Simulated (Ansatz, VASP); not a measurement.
# LaAs: VASP beside Ansatz, part 2 of 2

One calculation is typed for both programs; each brings its own data sets. How far apart do they land? The cell is generated by rule, not measured, and may not be a known phase. The cell is taken from a series of runs on this material, whose earlier steps may have relaxed, scaled, displaced or heated it; both programs get it as it stands.

VASP 6.6.1 and Ansatz 0.2.0.

So far: Set-up; VASP: relaxation of cell and atoms, PBEsol, pair 1; Ansatz: relaxation of cell and atoms, PBEsol, pair 1; Differences.

## 5. Ansatz: relaxation of cell and atoms, PBEsol, pair 2

Level of this step: Ansatz beside VASP: Kohn-Sham DFT, plane waves, PBEsol (Ansatz).

The relaxed volume is the usual yardstick between codes: in a stiff, nearly cubic crystal its relative difference is about their pressure difference at one cell divided by the bulk modulus. This pair takes another cell of the material, with 4 atoms against 2 for the pair before.

The cell is taken from a series of runs on this material, whose earlier steps may have relaxed, scaled, displaced or heated it; both programs get it as it stands.

Input file input.yaml:

```yaml
crystal:
  lattice:
    - [5.3176757042, 0.0, 0.0]
    - [0.0, 5.3176757042, 0.0]
    - [0.0, 0.0, 3.6144361691]
  atoms:
    - { symbol: La, position: [0.0, 0.5, 0.8753390237] }
    - { symbol: La, position: [0.5, 0.0, 0.1246609763] }
    - { symbol: As, position: [0.0, 0.0, 0.5] }
    - { symbol: As, position: [0.5, 0.5, 0.5] }
kpoints:
  mp_grid: { grid: [8, 8, 10] }
hamiltonian:
  xc: pbesol
scf:
  occupations: { method: methfessel_paxton, width: 0.15 }
output:
  forces: true
  stress: true
  eigenvalues: true
relax:
  adjacent_minimum: "off"
  f_tol: 0.001
  max_steps: 60
  cell: { stress_tol: 0.01 }
```

Launch:

```bash
$ ansatz run input.yaml --threads 4 --pin off --max-ram 7168MiB --backend cpu --events-out ev --progress --plain --runs-dir out
```

Numbers of over 12 decimals in the logs are rounded to 6 here.

The log of the run:

```text
[...]
Crystal: 4 atoms, lattice volume = 102.208 Å³
Basis set: ecut = 420 eV, 1957 PW (Γ), exchange–correlation on 72×72×50 points (8 copies of the dense FFT grid, shifted against one another)
Bands: 32, of which v1, the nominal top of the filled ones, is band 26 counted from 1 (25 counted from 0)
Symmetry: 16 space group operations
[...]
k-points: 90 of 640
[...]
--- Relaxed structure (1 steps of the walk, 1 accepted, 1 SCFs on fresh bases) ---
[...]
cell:  # Å, volume = 102.2079 Å³
    - [5.3176757042, 0.0, 0.0]
    - [0.0, 5.3176757042, 0.0]
    - [0.0, 0.0, 3.6144361691]
  atoms:
    - { symbol: La, position: [0.0, 0.5, 0.8753390237] }
    - { symbol: La, position: [0.5, 0.0, 0.1246609763] }
    - { symbol: As, position: [0.0, 0.0, 0.500000] }
    - { symbol: As, position: [0.5, 0.5, 0.500000] }
[key lines of the parts left out:]
SCF converged after 6 iterations
Free energy (F): -21953.719214 eV
Fermi energy:    12.403087 eV
P = ⅓ Tr σ = 0.0024 GPa (0.024 kbar)
```

## 6. VASP: relaxation of cell and atoms, PBEsol, pair 2

The same cell, functional, mesh and smearing now go to VASP, with its own data sets.

Input file INCAR:

```
SYSTEM = LaAs
PREC = Accurate
ENCUT = 500
EDIFF = 1E-07
NELM = 200
ISMEAR = 1
SIGMA = 0.15
LREAL = .FALSE.
ALGO = Normal
GGA = PS
NBANDS = 22
LASPH = .TRUE.
LORBIT = 11
LWAVE = .FALSE.
LCHARG = .FALSE.
ISIF = 3
IBRION = 2
NSW = 80
EDIFFG = -0.005
GGA_COMPAT = .FALSE.
NELMIN = 4
LMAXMIX = 6
KPAR = 2
```

Input file POSCAR:

```
LaAs
1.0
    5.3176760000      0.0000000000      0.0000000000
    0.0000000000      5.3176760000      0.0000000000
    0.0000000000      0.0000000000      3.6144360000
La As
2 2
Direct
    0.0000000000      0.5000000000      0.8753390570
    0.5000000000      0.0000000000      0.1246609430
    0.0000000000      0.0000000000      0.5000000000
    0.5000000000      0.5000000000      0.5000000000
```

Input file KPOINTS:

```
Automatic mesh
0
Gamma
8 8 10
0 0 0
```

Potentials, in the order of the species: La and As (PBE family, release 64).

Launch:

```bash
$ mpirun -np 2 vasp_std
```

The log of the run:

```text
[banner, memory and clock lines left out]
running    2 mpi-ranks, on    1 nodes
[...]
[... a notice as in an earlier step ...]

 LDA part: xc-table for (Slater+PW92), standard interpolation
 POSCAR, INCAR and KPOINTS ok, starting setup
[...]
entering main loop
       N       E                     dE             d eps       ncg     rms          rms(c)
DAV:   1     0.328051734026E+03    0.32805E+03   -0.11395E+04  3960   0.189E+03
DAV:   2     0.194525661031E+02   -0.30860E+03   -0.30130E+03  6232   0.337E+02
DAV:   3    -0.232581943329E+02   -0.42711E+02   -0.42249E+02  6194   0.169E+02
DAV:   4    -0.260243503328E+02   -0.27662E+01   -0.27103E+01  7672   0.321E+01
[...]
DAV:  14    -0.260291198054E+02   -0.37310E-05   -0.32106E-05  7872   0.317E-02    0.322E-03
DAV:  15    -0.260291200207E+02   -0.21536E-06   -0.40211E-06  7128   0.117E-02    0.987E-04
DAV:  16    -0.260291201085E+02   -0.87770E-07   -0.57893E-07  5720   0.631E-03
   1 F= -.26029120E+02 E0= -.26029474E+02  d E =-.260291E+02
[... from here on, the cycles between the ionic steps are left out ...]
   2 F= -.26029175E+02 E0= -.26029511E+02  d E =-.552326E-04
   3 F= -.26029177E+02 E0= -.26029516E+02  d E =-.573428E-04
   4 F= -.26029212E+02 E0= -.26029537E+02  d E =-.347460E-04
   5 F= -.26029230E+02 E0= -.26029538E+02  d E =-.521526E-04
[...]
reached required accuracy - stopping structural energy minimisation
```

OUTCAR, selected parts (step 6):

```text
  Total       -0.0002350     -0.0002350     -0.0025562      0.0000000      0.0000000      0.0000000
  in kB       -0.0036824     -0.0036824     -0.0400619      0.0000000      0.0000000      0.0000000
  external PRESSURE =      -0.0158089 kB  Pullay stress =       0.0000000 kB

 POSITION                                       TOTAL-FORCE (eV/Angst)
 -----------------------------------------------------------------------------------
      0.00000      2.66186      3.15734        -0.000000      0.000000      0.000339
      2.66186      0.00000      0.44969         0.000000     -0.000000     -0.000339
      0.00000      0.00000      1.80352         0.000000      0.000000      0.000000
      2.66186      2.66186      1.80352        -0.000000     -0.000000      0.000000
 -----------------------------------------------------------------------------------
    total drift:                                0.000000      0.000000     -0.000000

  FREE ENERGIE OF THE ION-ELECTRON SYSTEM (eV)
  ---------------------------------------------------
  free  energy   TOTEN  =       -26.0292296039 eV

  energy  without entropy=      -26.0301547095  energy(sigma->0) =      -26.02953797

[... 1 part as in an earlier step ...]

[... 3 further parts left out ...]
[key lines of the parts left out:]
E-fermi :   7.8897
```

## 7. Side by side

What differs besides the data sets and the points named for the pairs above, as far as they apply: the data sets hold 52 valence electrons in Ansatz (on its default PAW (the set named soft_2) files) and 32 in VASP. Total energies have different zeros and are not compared.

Compared:

```csv
quantity,Ansatz,VASP,difference
volume (Å³),102.21,102.23,-0.02 %
"edge a after relaxation, in the typed setting (Å)",5.318,5.324,-0.11 %
"edge c after relaxation, in the typed setting (Å)",3.614,3.607,+0.21 %
```

## 8. Ansatz: relaxation of cell and atoms, PBEsol, pair 3

The relaxed volume is the usual yardstick between codes: in a stiff, nearly cubic crystal its relative difference is about their pressure difference at one cell divided by the bulk modulus. This pair takes another cell of the material, with 8 atoms against 4 for the pair before.

The cell is taken from a series of runs on this material, whose earlier steps may have relaxed, scaled, displaced or heated it; both programs get it as it stands.

input.yaml, the sections that differ from step 5:

```yaml
crystal:
  lattice:
    - [3.7240732624, -7.4697195895, 0.0]
    - [3.7240732624, 7.4697195895, 0.0]
    - [0.0, 0.0, 3.6591230746]
  atoms:
    - { symbol: La, position: [0.0, 0.0, 0.0] }
    - { symbol: La, position: [0.5, 0.5, 0.0] }
    - { symbol: La, position: [0.25, 0.75, 0.1303816848] }
    - { symbol: La, position: [0.75, 0.25, 0.8696183152] }
    - { symbol: As, position: [0.8722521046, 0.6277478954, 0.5] }
    - { symbol: As, position: [0.3722521046, 0.1277478954, 0.5] }
    - { symbol: As, position: [0.1277478954, 0.3722521046, 0.5] }
    - { symbol: As, position: [0.6277478954, 0.8722521046, 0.5] }
kpoints:
  mp_grid: { grid: [6, 6, 8] }
# hamiltonian, scf, output, relax: as in step 5
```

Launch:

```bash
$ ansatz run input.yaml --threads 4 --pin off --max-ram 7168MiB --backend cpu --events-out ev --progress --plain --runs-dir out
```

The log of the run:

```text
[...]
Crystal: 8 atoms, lattice volume = 203.577 Å³
Basis set: ecut = 420 eV, 3965 PW (Γ), exchange–correlation on 120×120×50 points (8 copies of the dense FFT grid, shifted against one another)
Bands: 63, of which v1, the nominal top of the filled ones, is band 52 counted from 1 (51 counted from 0)
Symmetry: 8 space group operations
[...]
k-points: 65 of 288
[...]
- [0.0, 0.0, 3.6591230746]
  atoms:
    - { symbol: La, position: [0.0, 0.0, 0.0] }
    - { symbol: La, position: [0.500000, 0.500000, 0.0] }
    - { symbol: La, position: [0.250000, 0.750000, 0.130382] }
    - { symbol: La, position: [0.750000, 0.250000, 0.8696183152] }
    - { symbol: As, position: [0.872252, 0.627748, 0.5] }
    - { symbol: As, position: [0.372252, 0.127748, 0.5] }
    - { symbol: As, position: [0.127748, 0.372252, 0.5] }
    - { symbol: As, position: [0.627748, 0.872252, 0.5] }
[key lines of the parts left out:]
SCF converged after 7 iterations
Free energy (F): -43907.177015 eV
Fermi energy:    12.343986 eV
P = ⅓ Tr σ = -0.0002 GPa (-0.002 kbar)
```

## 9. VASP: relaxation of cell and atoms, PBEsol, pair 3

The same cell, functional, mesh and smearing now go to VASP, with its own data sets.

Edit INCAR of step 6 so:

```diff
@@ -10,3 +10,3 @@
 GGA = PS
-NBANDS = 22
+NBANDS = 40
 LASPH = .TRUE.
```

Input file POSCAR:

```
LaAs
1.0
    3.7240730000     -7.4697200000      0.0000000000
    3.7240730000      7.4697200000      0.0000000000
    0.0000000000      0.0000000000      3.6591230000
La As
4 4
Direct
    0.0000000000      0.0000000000      0.0000000000
    0.5000000000      0.5000000000      0.0000000000
    0.2500000000      0.7500000000      0.1303817882
    0.7500000000      0.2500000000      0.8696182118
    0.8722521730      0.6277479613      0.5000001366
    0.3722521730      0.1277479613      0.5000001366
    0.1277479613      0.3722521730      0.5000001366
    0.6277479613      0.8722521730      0.5000001366
```

Input file KPOINTS:

```
Automatic mesh
0
Gamma
6 6 8
0 0 0
```

Launch:

```bash
$ mpirun -np 2 vasp_std
```

The log of the run:

```text
[banner, memory and clock lines left out]
running    2 mpi-ranks, on    1 nodes
[...]
[... a notice as in an earlier step ...]

 LDA part: xc-table for (Slater+PW92), standard interpolation
 POSCAR, INCAR and KPOINTS ok, starting setup
[...]
entering main loop
       N       E                     dE             d eps       ncg     rms          rms(c)
DAV:   1     0.734146550982E+03    0.73415E+03   -0.21503E+04  5208   0.205E+03
DAV:   2     0.125103880943E+03   -0.60904E+03   -0.59247E+03  7752   0.404E+02
DAV:   3    -0.306240230715E+02   -0.15573E+03   -0.15057E+03  8624   0.246E+02
DAV:   4    -0.499130313779E+02   -0.19289E+02   -0.18562E+02  9648   0.996E+01
[...]
DAV:  15    -0.517952292808E+02   -0.43784E-06   -0.26172E-06  8392   0.882E-03    0.118E-03
DAV:  16    -0.517952294368E+02   -0.15600E-06   -0.72512E-07  7072   0.585E-03    0.455E-04
DAV:  17    -0.517952294950E+02   -0.58177E-07   -0.17607E-07  5152   0.417E-03
   1 F= -.51795229E+02 E0= -.51795758E+02  d E =-.517952E+02
[... from here on, the cycles between the ionic steps are left out ...]
   2 F= -.51795262E+02 E0= -.51795771E+02  d E =-.321083E-04
   3 F= -.51795287E+02 E0= -.51795804E+02  d E =-.571764E-04
   4 F= -.51795287E+02 E0= -.51795803E+02  d E =-.578749E-04
   5 F= -.51795290E+02 E0= -.51795786E+02  d E =-.251055E-05
 trial-energy change:   -0.000003  1 .order   -0.000014   -0.000017   -0.000012
 step:   3.0098(harm=  3.0098)  dis= 0.00032  next Energy=   -51.795315 (dE=-0.274E-04)
 reached required accuracy - stopping structural energy minimisation
```

OUTCAR, selected parts (step 9):

```text
  Total        0.0068095      0.0037626     -0.0364056      0.0000000     -0.0000000      0.0000000
  in kB        0.0535416      0.0295842     -0.2862496      0.0000000     -0.0000000      0.0000000
  external PRESSURE =      -0.0677079 kB  Pullay stress =       0.0000000 kB

 POSITION                                       TOTAL-FORCE (eV/Angst)
 -----------------------------------------------------------------------------------
      3.72578     -7.47469      0.00000        -0.000000      0.000000     -0.000000
      3.72578      0.00000      0.00000        -0.000000      0.000000     -0.000000
      3.72578      3.73734      0.47703        -0.000000      0.000000      0.002897
      3.72578     -3.73734      3.18139        -0.000000      0.000000     -0.002897
      5.58868     -1.82751      1.82921         0.000000     -0.000513     -0.000000
      1.86289     -1.82751      1.82921         0.000000     -0.000513     -0.000000
      1.86289      1.82751      1.82921         0.000000      0.000513     -0.000000
      5.58868      1.82751      1.82921        -0.000000      0.000513     -0.000000
 -----------------------------------------------------------------------------------
    total drift:                               -0.000331      0.000000     -0.000367

  FREE ENERGIE OF THE ION-ELECTRON SYSTEM (eV)
  ---------------------------------------------------
  free  energy   TOTEN  =       -51.7952898804 eV

  energy  without entropy=      -51.7967779635  energy(sigma->0) =      -51.79578591

[... 1 part as in an earlier step ...]

[... 3 further parts left out ...]
[key lines of the parts left out:]
E-fermi :   7.8046
```

The run keeps the 8 symmetry operations of its start, so it cannot find a distortion of lower symmetry.

## 10. Differences

What differs besides the data sets and the points named for the pairs above, as far as they apply: the data sets hold 104 valence electrons in Ansatz (on its default PAW (the set named soft_2) files) and 64 in VASP. Total energies have different zeros and are not compared.

Both answers:

```csv
quantity,Ansatz,VASP,difference
volume (Å³),203.58,203.77,-0.09 %
"edge a after relaxation, in the typed setting (Å)",8.347,8.352,-0.06 %
"edge c after relaxation, in the typed setting (Å)",3.659,3.658,+0.02 %
```

## 11. Outcome

```
difference in volume (relaxation of cell and atoms, PBEsol, pair 1)                                        : -0.089 %
difference in edge c after relaxation, in the typed setting (relaxation of cell and atoms, PBEsol, pair 2) : 0.21 %
difference in volume (relaxation of cell and atoms, PBEsol, pair 3)                                        : -0.093 %
```

The difference in edge c after relaxation, in the typed setting is 0.21 % (relaxation of cell and atoms, PBEsol, pair 2), within the 1.2 % picked in this series as the mark of a large difference, as far as the stopping tolerances let one tell. The data sets hold unlike numbers of valence electrons (26 in Ansatz and 16 in VASP, 52 in Ansatz and 32 in VASP and 104 in Ansatz and 64 in VASP), so part of the differences comes from the potentials. 3 further runs of this series are not shown here. Such differences can come from data sets, numerical settings and the points named under the comparisons, not from the functional's error against experiment.

[Lines on the potential files, build, host, timing and source positions are cut from VASP's logs without a mark.]

[Logs are printed without paths, hosts, clocks, repeated set-up lines and the standing remarks that a program may print on its own settings, such as how far it seeks lower states.]

[Hosts, paths, dates, database ids (printed as entryN), source tags and the programs' standing remarks are cut or masked in the printed files.]
